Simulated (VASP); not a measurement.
# Sr3Ag (Pm-3m) in VASP: notebook

One crystal, Sr3Ag, is run at these levels: PBE; tasks: single point.

All numbers are computed with VASP 6.6.1; they aren't measurements. Logs are shortened: lines on timing, memory, paths and dates and some standing lists are left out, and cuts for length are marked.

### 1 The structure

Symmetry: Pm-3m, No. 221, cubic system. Conventional cell: a = 5.491 Å, b = 5.491 Å, c = 5.491 Å, α = 90.00°, β = 90.00°, γ = 90.00°. Sr (site symmetry 4/mmm) has 8 Sr at 3.88 Å and 4 Ag at 3.88 Å as nearest neighbours. Around Ag (site symmetry m-3m) lie 12 Sr at 3.88 Å.

The cell comes from a database or a generator and needn't be the stable form of this composition.

### 2 Single point, PBE

The input, INCAR:

```
SYSTEM = Sr3Ag
PREC = Accurate
ENCUT = 520
EDIFF = 1E-7
ISMEAR = 1
SIGMA = 0.1
LREAL = .FALSE.
LASPH = .TRUE.
NELM = 100
ALGO = Fast
ISIF = 2
LWAVE = .FALSE.
LCHARG = .FALSE.
GGA = PE
NBANDS = 28
```

The input, KPOINTS:

```
Automatic mesh
0
G
  4 4 4
  0 0 0
```

The input, POSCAR:

```
Sr3Ag
1.0
    5.4908750000      0.0000000000      0.0000000000
    0.0000000000      5.4908750000      0.0000000000
    0.0000000000      0.0000000000      5.4908750000
Sr Ag
3 1
Direct
    0.0000000000      0.5000000000      0.5000000000
    0.5000000000      0.0000000000      0.5000000000
    0.5000000000      0.5000000000      0.0000000000
    0.0000000000      0.0000000000      0.0000000000
```

Potentials or basis: VASP PAW PBE potentials, release 64 (Sr_sv, Ag).

Launch:

```console
$ cat potpaw_PBE.64/Sr_sv/POTCAR potpaw_PBE.64/Ag/POTCAR > POTCAR
$ mpirun -np 1 vasp_std > vasp.out
```

OUTCAR:

```text
SYSTEM = Sr3Ag
   PREC = Accurate
   ENCUT = 520
   EDIFF = 1E-7
   ISMEAR = 1
   LREAL = .FALSE.
   LASPH = .TRUE.
   NELM = 100
   ISIF = 2
   GGA = PE

 ion  position               nearest neighbor table
   1  0.000  0.500  0.500-   2 3.88   3 3.88   4 3.88   3 3.88   4 3.88   2 3.88   4 3.88   4 3.88
                             2 3.88   3 3.88   3 3.88   2 3.88
   2  0.500  0.000  0.500-   1 3.88   3 3.88   4 3.88   3 3.88   4 3.88   1 3.88   3 3.88   3 3.88
                             1 3.88   4 3.88   4 3.88   1 3.88
   3  0.500  0.500  0.000-   1 3.88   2 3.88   4 3.88   1 3.88   2 3.88   2 3.88   4 3.88   2 3.88
                             1 3.88   4 3.88   1 3.88   4 3.88
   4  0.000  0.000  0.000-   1 3.88   2 3.88   3 3.88   1 3.88   2 3.88   1 3.88   3 3.88   1 3.88
                             2 3.88   3 3.88   2 3.88   3 3.88

  LATTYP: Found a simple cubic cell.
 ALAT       =     5.4908750000

  Lattice vectors:

 A1 = (   5.4908750000,   0.0000000000,   0.0000000000)
 A2 = (   0.0000000000,   5.4908750000,   0.0000000000)
 A3 = (   0.0000000000,   0.0000000000,   5.4908750000)

Analysis of symmetry for initial positions (statically):
=====================================================================
 Subroutine PRICEL returns:
 Original cell was already a primitive cell.

 Routine SETGRP: Setting up the symmetry group for a
 simple cubic supercell.

 Subroutine GETGRP returns: Found 48 space group operations
 (whereof 48 operations were pure point group operations)
 out of a pool of 48 trial point group operations.

The static configuration has the point symmetry O_h .

Analysis of symmetry for dynamics (positions and initial velocities):
=====================================================================
 Subroutine PRICEL returns:
 Original cell was already a primitive cell.

 Routine SETGRP: Setting up the symmetry group for a
 simple cubic supercell.

 Subroutine GETGRP returns: Found 48 space group operations
 (whereof 48 operations were pure point group operations)
 out of a pool of 48 trial point group operations.

The dynamic configuration has the point symmetry O_h .

 Subroutine INISYM returns: Found 48 space group operations
 (whereof 48 operations are pure point group operations),
 and found     1 'primitive' translations

----------------------------------------------------------------------------------------

                                     Primitive cell

  volume of cell :     165.5483

  direct lattice vectors                    reciprocal lattice vectors
     5.490875000  0.000000000  0.000000000     0.182120336  0.000000000  0.000000000
     0.000000000  5.490875000  0.000000000     0.000000000  0.182120336  0.000000000
     0.000000000  0.000000000  5.490875000     0.000000000  0.000000000  0.182120336

  length of vectors
     5.490875000  5.490875000  5.490875000     0.182120336  0.182120336  0.182120336

  position of ions in fractional coordinates (direct lattice)
     0.000000000  0.500000000  0.500000000
     0.500000000  0.000000000  0.500000000
     0.500000000  0.500000000  0.000000000
     0.000000000  0.000000000  0.000000000

  ion indices of the primitive-cell ions
   primitive index   ion index
                 1           1
                 2           2
                 3           3
                 4           4

----------------------------------------------------------------------------------------

 KPOINTS: Automatic mesh

Automatic generation of k-mesh.
 Grid dimensions read from file:
 generate k-points for:    4    4    4

 Generating k-lattice:

  Cartesian coordinates                     Fractional coordinates (reciprocal lattice)
     0.045530084  0.000000000  0.000000000     0.250000000  0.000000000  0.000000000
     0.000000000  0.045530084  0.000000000     0.000000000  0.250000000  0.000000000
     0.000000000  0.000000000  0.045530084     0.000000000  0.000000000  0.250000000

  Length of vectors
     0.045530084  0.045530084  0.045530084

  Shift w.r.t. Gamma in fractional coordinates (k-lattice)
     0.000000000  0.000000000  0.000000000

 Subroutine IBZKPT returns following result:
 ===========================================

 Found     10 irreducible k-points:

 Following reciprocal coordinates:
            Coordinates               Weight
  0.000000  0.000000  0.000000      1.000000
  0.250000  0.000000  0.000000      6.000000
  0.500000  0.000000  0.000000      3.000000
  0.250000  0.250000  0.000000     12.000000
  0.500000  0.250000  0.000000     12.000000
  0.500000  0.500000  0.000000      3.000000
  0.250000  0.250000  0.250000      8.000000
  0.500000  0.250000  0.250000     12.000000
  0.500000  0.500000  0.250000      6.000000
  0.500000  0.500000  0.500000      1.000000
   k-points           NKPTS =     10   k-points in BZ     NKDIM =     10   number of bands    NBANDS=     28
   number of dos      NEDOS =    301   number of ions     NIONS =      4
   total plane-waves  NPLWV =  74088
   dimension x,y,z NGX =    42 NGY =   42 NGZ =   42
   dimension x,y,z NGXF=    84 NGYF=   84 NGZF=   84
   ions per type =               3   1
   NGX,Y,Z   is equivalent  to a cutoff of  12.72, 12.72, 12.72 a.u.
   NGXF,Y,Z  is equivalent  to a cutoff of  25.43, 25.43, 25.43 a.u.
 SYSTEM =  Sr3Ag
   PREC   = accura    normal or accurate (medium, high low for compatibility)
   ISTART =      0    job   : 0-new  1-cont  2-samecut
   ICHARG =      2    charge: 1-file 2-atom 10-const
   ISPIN  =      1    spin polarized calculation?
   LNONCOLLINEAR =      F non collinear calculations
   LSORBIT =      F    spin-orbit coupling
   LASPH  =      T    aspherical Exc in radial PAW
   ENCUT  =  520.0 eV  38.22 Ry    6.18 a.u.  10.21 10.21 10.21*2*pi/ulx,y,z
   NELM   =    100;   NELMIN=  2; NELMDL= -5     # of ELM steps
   EDIFF  = 0.1E-06   stopping-criterion for ELM
   LREAL  =      F    real-space projection
   EDIFFG = 0.1E-05   stopping-criterion for IOM
   NSW    =      0    number of steps for IOM
   IBRION =     -1    ionic relax: 0-MD 1-quasi-New 2-CG
   NFREE  =      0    steps in history (QN), initial steepest desc. (CG)
   ISIF   =      2    stress and relaxation
   ISYM   =      2    0-nonsym 1-usesym 2-fastsym
   POTIM  = 0.5000    time-step for ionic-motion
   TEBEG  =    0.0;   TEEND  =   0.0 temperature during run
   PSTRESS=    0.0 pullay stress
   NELECT =      41.0000    total number of electrons
   NUPDOWN=      -1.0000    fix difference up-down
   EMIN   =  10.00;   EMAX   =-10.00  energy-range for DOS
   EFERMI =   0.00;   METHOD = LEGACY
   ISMEAR =     1;   SIGMA  =   0.10  broadening in eV -4-tet -1-fermi 0-gaus
   EFERMI_NEDOS =   21; number of points for ismear=-14 and -15
   IALGO  =     68    algorithm
   IMIX   =      4    mixing-type and parameters
     AMIX     =   0.40;   BMIX     =  1.00
     AMIX_MAG =   1.60;   BMIX_MAG =  1.00
  volume/ion in A,a.u.               =      41.39       279.29
  Fermi-wavevector in a.u.,A,eV,Ry     =   1.028082  1.942794 14.380722  1.056953
  Thomas-Fermi vector in A             =   2.162060
   LORBIT       =      0    0 simple, 1 ext, 2 COOP (PROOUT), +10 PAW based schemes
   GGA     = PE    functional components
   LHFCALC =     F    Hartree Fock is set to
   AEXX    =    0.0000 exact exchange contribution
   IVDW    =     0    specifies the selected vdW correction
   LEPSILON=     F    determine dielectric tensor
   LRPA    =     F    only Hartree local field effects (RPA)
 non-spin polarized calculation
 RMM-DIIS sequential band-by-band and
 Methfessel and Paxton  Order N= 1 SIGMA  =   0.10
  energy-cutoff  :      520.00
  volume of cell :      165.55
 maximum number of plane-waves:      4492
 NGX is ok and might be reduce to    42
   NGX = 21   NGY = 21   NGZ = 21

 number of electron      41.0000011 magnetization

 Free energy of the ion-electron system (eV)
  ---------------------------------------------------
  ext. energy  EPLUGINS =         0.00000000
  ---------------------------------------------------
  free energy    TOTEN  =        -7.57861630 eV

  energy without entropy =       -7.57605224  energy(sigma->0) =       -7.57776161

 E-fermi :   2.5547     XC(G=0):  -8.1673

 val. band max:        2.3119811103   @ k =   0.5000   0.2500   0.0000
 cond. band min:       2.5926029118   @ k =   0.5000   0.2500   0.2500
 fundamental gap:      0.2806218015
 Fermi energy:         2.5546893005

 k-point     1 :       0.0000    0.0000    0.0000
  band No.  band energies     occupation
      1     -33.9564      2.00000
      2     -33.9074      2.00000
      3     -33.9074      2.00000
      4     -16.1086      2.00000
      5     -16.1086      2.00000
      6     -16.1086      2.00000
[... 20 lines left out ...]
     27       4.0078     -0.00000
     28       6.3307      0.00000

 k-point     2 :       0.2500    0.0000    0.0000
  band No.  band energies     occupation
      1     -33.9501      2.00000
      2     -33.9136      2.00000
      3     -33.9073      2.00000
      4     -16.0828      2.00000
      5     -16.0828      2.00000
      6     -16.0664      2.00000
[... 20 lines left out ...]
     27       4.4409     -0.00000
     28       5.8569      0.00000

 k-point     3 :       0.5000    0.0000    0.0000
  band No.  band energies     occupation
      1     -33.9400      2.00000
      2     -33.9237      2.00000
      3     -33.9073      2.00000
      4     -16.0481      2.00000
      5     -16.0481      2.00000
      6     -15.9646      2.00000
[... 20 lines left out ...]
     27       4.6781      0.00000
     28       4.9744      0.00000

 k-point     4 :       0.2500    0.2500    0.0000
  band No.  band energies     occupation
      1     -33.9446      2.00000
      2     -33.9155      2.00000
      3     -33.9109      2.00000
      4     -16.1002      2.00000
      5     -16.0551      2.00000
      6     -16.0050      2.00000
[... 144 lines left out ...]
     27       4.5472     -0.00000
     28       5.6037      0.00000

 k-point     9 :       0.5000    0.5000    0.2500
  band No.  band energies     occupation
      1     -33.9235      2.00000
      2     -33.9235      2.00000
      3     -33.9235      2.00000
      4     -16.1790      2.00000
      5     -16.0730      2.00000
      6     -16.0305      2.00000
[... 20 lines left out ...]
     27       4.7819      0.00000
     28       5.2518      0.00000

 k-point    10 :       0.5000    0.5000    0.5000
  band No.  band energies     occupation
      1     -33.9234      2.00000
      2     -33.9234      2.00000
      3     -33.9234      2.00000
      4     -16.2325      2.00000
      5     -16.0722      2.00000
      6     -16.0722      2.00000
[... 20 lines left out ...]
     27       4.9495      0.00000
     28       4.9495      0.00000

------------------------ aborting loop because EDIFF is reached ----------------------------------------

  FORCE on cell =-STRESS in cart. coord.  units (eV):
  Direction    XX          YY          ZZ          XY          YZ          ZX
  --------------------------------------------------------------------------------------
  -------------------------------------------------------------------------------------
  Total       -0.0592994     -0.0592994     -0.0592994     -0.0000000     -0.0000000      0.0000000
  in kB       -0.5739000     -0.5739000     -0.5739000     -0.0000000     -0.0000000      0.0000000
  external PRESSURE =      -0.5739000 kB  Pullay stress =       0.0000000 kB

 VOLUME and BASIS-vectors are now :
 -----------------------------------------------------------------------------
  energy-cutoff  :      520.00
  volume of cell :      165.55
      direct lattice vectors                 reciprocal lattice vectors
     5.490875000  0.000000000  0.000000000     0.182120336  0.000000000  0.000000000
     0.000000000  5.490875000  0.000000000     0.000000000  0.182120336  0.000000000
     0.000000000  0.000000000  5.490875000     0.000000000  0.000000000  0.182120336

 POSITION                                       TOTAL-FORCE (eV/Angst)
 -----------------------------------------------------------------------------------
      0.00000      2.74544      2.74544         0.000000      0.000000      0.000000
      2.74544      0.00000      2.74544         0.000000      0.000000      0.000000
      2.74544      2.74544      0.00000         0.000000      0.000000      0.000000
      0.00000      0.00000      0.00000         0.000000      0.000000      0.000000
 -----------------------------------------------------------------------------------
    total drift:                                0.000000     -0.000000     -0.000000

  FREE ENERGIE OF THE ION-ELECTRON SYSTEM (eV)
  ---------------------------------------------------
  free  energy   TOTEN  =        -7.5786162975 eV

  energy  without entropy=       -7.5760522432  energy(sigma->0) =       -7.57776161
```

Wall time 86 s (1 thread of Intel Xeon Platinum 8488C (Sapphire Rapids), shared host); peak memory 0.27 GiB.

What came out:

| Item | Value |
| --- | --- |
| Free energy | -7.5786 eV |
| Pressure | -0.1 GPa |
| Band gap on the k mesh | none (metal or under the smearing width) |

### 3 Single point, PBE

This run uses another cell than the first one, of 42.42 Å³/atom, 1.025 times its volume.

The input, INCAR:

```
SYSTEM = Sr3Ag
PREC     = Accurate       ! precision mode
ENCUT    = 520            ! plane-wave cutoff, eV
EDIFF    = 1E-6           ! SCF threshold, eV
ISMEAR   = 1              ! smearing method
SIGMA    = 0.1            ! smearing width, eV
LREAL    = .False.        ! projectors in reciprocal space
LASPH    = .True.         ! aspherical terms in the spheres
NELM     = 100            ! most SCF steps
ALGO     = Normal         ! electronic algorithm
ISIF     = 2              ! what is computed and relaxed
LWAVE    = .False.        ! write WAVECAR
LCHARG   = .False.        ! write CHGCAR
GGA      = PE             ! functional
NBANDS   = 28             ! bands
```

The input, KPOINTS:

```
regular mesh
0
Gamma
  4 4 4
  0 0 0
```

The input, POSCAR:

```
Sr3Ag
1.0
    5.5362561902      0.0000000000      0.0000000000
    0.0000000000      5.5362561902      0.0000000000
    0.0000000000      0.0000000000      5.5362561902
Sr Ag
3 1
Direct
    0.0000000000      0.5000000000      0.5000000000
    0.5000000000      0.0000000000      0.5000000000
    0.5000000000      0.5000000000      0.0000000000
    0.0000000000      0.0000000000      0.0000000000
```

Potentials or basis: VASP PAW PBE potentials, release 64 (Sr_sv, Ag).

Launch:

```console
$ cat potpaw_PBE.64/Sr_sv/POTCAR potpaw_PBE.64/Ag/POTCAR > POTCAR
$ mpirun -np 1 vasp_std > vasp.out
```

Run time: 46 s. Hardware: 1 thread of Intel Xeon Platinum 8488C (Sapphire Rapids), shared host; peak memory 0.26 GiB.

Results (log left out):

* Free energy: -7.5728 eV
* Pressure: -0.4 GPa
* Band gap on the k mesh: none (metal or under the smearing width)

Levels at points of the mesh, in eV from the Fermi level:
| k point | band 16 | band 17 | band 18 | band 19 | band 20 | band 21 | band 22 | band 23 | band 24 | band 25 |
| --- | --- | --- | --- | --- | --- | --- | --- | --- | --- | --- |
| (0.00, 0.00, 0.00) | -4.07 | -4.07 | -4.07 | -1.46 | 0.34 | 0.34 | 0.78 | 0.78 | 0.78 | 1.40 |
| (0.50, 0.00, 0.00) | -4.05 | -4.05 | -2.91 | -2.55 | -0.28 | 0.51 | 0.51 | 1.00 | 1.37 | 1.59 |
| (0.50, 0.50, 0.00) | -4.04 | -3.98 | -2.25 | -1.35 | -1.35 | -0.90 | 0.54 | 0.95 | 1.25 | 1.25 |
| (0.50, 0.50, 0.50) | -3.99 | -3.99 | -2.33 | -0.56 | -0.56 | -0.56 | 0.23 | 0.23 | 0.23 | 0.46 |

### 4 Single point, PBE

This run uses another cell than the first one, of 40.35 Å³/atom, 0.975 times its volume.

The input, INCAR:

```
PREC = Accurate
ENCUT = 520
EDIFF = 1E-6
ISMEAR = 1
SIGMA = 0.1
LREAL = False
LASPH = True
NELM = 100
ALGO = Normal
ISIF = 2
LWAVE = False
LCHARG = False
GGA = PE
NBANDS = 28
```

The input, KPOINTS:

```
regular mesh
0
Gamma
  4 4 4
```

The input, POSCAR:

```
Sr3Ag
1.0
    5.4447310117      0.0000000000      0.0000000000
    0.0000000000      5.4447310117      0.0000000000
    0.0000000000      0.0000000000      5.4447310117
Sr Ag
3 1
Direct
    0.0000000000      0.5000000000      0.5000000000
    0.5000000000      0.0000000000      0.5000000000
    0.5000000000      0.5000000000      0.0000000000
    0.0000000000      0.0000000000      0.0000000000
```

Launch:

```console
$ cat potpaw_PBE.64/Sr_sv/POTCAR potpaw_PBE.64/Ag/POTCAR > POTCAR
$ mpirun -np 1 vasp_std > vasp.out
```

Run time: 43 s. Hardware: 1 thread of Intel Xeon Platinum 8488C (Sapphire Rapids), shared host; peak memory 0.25 GiB.

It converged, with:

```
Free energy            : -7.5746 eV
Pressure               : 0.4 GPa
Band gap on the k mesh : none (metal or under the smearing width)
```

Levels at points of the mesh, in eV from the Fermi level:
| k point | band 17 | band 18 | band 19 | band 20 | band 21 | band 22 | band 23 | band 24 |
| --- | --- | --- | --- | --- | --- | --- | --- | --- |
| (0.00, 0.00, 0.00) | -4.13 | -4.13 | -1.54 | 0.36 | 0.36 | 0.77 | 0.77 | 0.77 |
| (0.50, 0.00, 0.00) | -4.10 | -2.96 | -2.56 | -0.33 | 0.51 | 0.51 | 1.00 | 1.43 |
| (0.50, 0.50, 0.00) | -4.03 | -2.29 | -1.34 | -1.34 | -0.82 | 0.51 | 0.99 | 1.26 |
| (0.50, 0.50, 0.50) | -4.05 | -2.42 | -0.53 | -0.53 | -0.53 | 0.29 | 0.29 | 0.29 |

### 5 Overview

| cell | gap on the mesh (eV) | pressure (GPa) |
| --- | --- | --- |
| Pm-3m, 41.39 Å³/atom | none | -0.1 |
| Pm-3m, 42.42 Å³/atom | none | -0.4 |
| Pm-3m, 40.35 Å³/atom | none | 0.4 |

Alike in all rows: task single point; level PBE; potentials or basis VASP PAW PBE potentials, release 64 (Sr_sv, Ag); no spin polarisation; k mesh 4 × 4 × 4; cutoff (eV) 520; smearing methfessel-paxton 0.1 eV.

Every run on the cell as given and a fine mesh finds a metal.

Total energies depend on the potentials used, so only differences within one code and one set of settings carry meaning.
